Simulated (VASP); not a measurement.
Method: PBE GGA, VASP's PBE PAW potentials (set 64) (plane waves; VASP).

The input files of a VASP run:

**POSCAR**
```
GaP
1
    0.0000000000     2.7258100000     2.7258100000
    2.7258100000     0.0000000000     2.7258100000
    2.7258100000     2.7258100000     0.0000000000
Ga P
1 1
Direct
  0.0000000000   0.0000000000   0.0000000000
  0.2500000000   0.2500000000   0.2500000000
```

**KPOINTS**
```
Automatic
0
gamma
10 10 10
```

### INCAR
```
ALGO = Normal
EDIFF = 1E-6
ENCUT = 300
GGA = PE
ISIF = 2
ISMEAR = 0
LASPH = T
LCHARG = F
LMAXMIX = 4
LREAL = F
LWAVE = F
NELM = 100
PREC = Accurate
SIGMA = 0.01
SYSTEM = GaP
```

POTCAR, in this order: Ga_d P (PBE.64 set). Program: vasp_std.

The run wrote:

OSZICAR:
```
       N       E                     dE             d eps       ncg     rms          rms(c)
DAV:   1     0.628585985502E+02    0.62859E+02   -0.72405E+03  1230   0.149E+03
DAV:   2    -0.509636063198E+01   -0.67955E+02   -0.65570E+02  1337   0.255E+02
DAV:   3    -0.931660427813E+01   -0.42202E+01   -0.42059E+01  1527   0.613E+01
DAV:   4    -0.938326579570E+01   -0.66662E-01   -0.66641E-01  1465   0.830E+00
DAV:   5    -0.938465872538E+01   -0.13929E-02   -0.13929E-02  1557   0.955E-01    0.432E+00
DAV:   6    -0.914340471245E+01    0.24125E+00   -0.46497E-01  1847   0.124E+01    0.286E+00
DAV:   7    -0.911719078854E+01    0.26214E-01   -0.11280E-01  1533   0.242E+00    0.114E+00
DAV:   8    -0.911731198718E+01   -0.12120E-03   -0.14470E-02  1427   0.177E+00    0.166E-01
DAV:   9    -0.911767834993E+01   -0.36636E-03   -0.15903E-03  1562   0.672E-01    0.928E-02
DAV:  10    -0.911774119650E+01   -0.62847E-04   -0.12520E-04  1787   0.122E-01    0.447E-02
DAV:  11    -0.911781268135E+01   -0.71485E-04   -0.10458E-04  1337   0.106E-01    0.663E-03
DAV:  12    -0.911781202024E+01    0.66110E-06   -0.41964E-06  1507   0.337E-02
   1 F= -.91178120E+01 E0= -.91178120E+01  d E =-.412028E-56
```

### OUTCAR
```
------------------------ aborting loop because EDIFF is reached ----------------------------------------
  FORCE on cell =-STRESS in cart. coord.  units (eV):
  Direction    XX          YY          ZZ          XY          YZ          ZX
  --------------------------------------------------------------------------------------
  Total        0.5647288      0.5647288      0.5647288     -0.0000000      0.0000000     -0.0000000
  in kB       22.3374583     22.3374583     22.3374583     -0.0000000      0.0000000     -0.0000000
  external PRESSURE =      22.3374583 kB  Pullay stress =       0.0000000 kB
  volume of cell :       40.51
      direct lattice vectors                 reciprocal lattice vectors
     0.000000000  2.725810000  2.725810000    -0.183431714  0.183431714  0.183431714
     2.725810000  0.000000000  2.725810000     0.183431714 -0.183431714  0.183431714
     2.725810000  2.725810000  0.000000000     0.183431714  0.183431714 -0.183431714
  FREE ENERGIE OF THE ION-ELECTRON SYSTEM (eV)
  ---------------------------------------------------
  free  energy   TOTEN  =        -9.1178120202 eV

  energy  without entropy=       -9.1178120202  energy(sigma->0) =       -9.11781202
```
(Selected blocks of OUTCAR.)

At this cut-off the stress carries a Pulay error, which pulls relaxed volumes low.

The structure comes from a computed database's GaP entry; how it stands against other phases isn't given here. The cell was not relaxed at this level.
